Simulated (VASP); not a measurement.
```
Ca
1.0
    0.00000     2.74591     2.74591
    2.74591     0.00000     2.74591
    2.74591     2.74591     0.00000
Ca
1
Direct
  0.00000   0.00000   0.00000
```

Level of theory: PBE GGA with D3 dispersion (zero damping), VASP's PBE PAW potentials (set 64) (plane waves; VASP 6.6.1). Run with 520 eV cut-off, 10×10×10 Γ-centred mesh, first-order Methfessel-Paxton smearing of 0.10 eV, potentials Ca_sv.

What does the run give for the energy per atom (σ→0), band gap (on the k-mesh) with the smallest direct gap where there is one?

- band gap (on the k-mesh) = none (metal, semimetal or under 0.01 eV)
- energy per atom (σ→0) = -2.083 eV/atom

Total energies compare only between runs with the same potentials, cut-off and functional.

The compound is Ca in the fcc structure. It was relaxed first. The start is the result of an earlier pass.
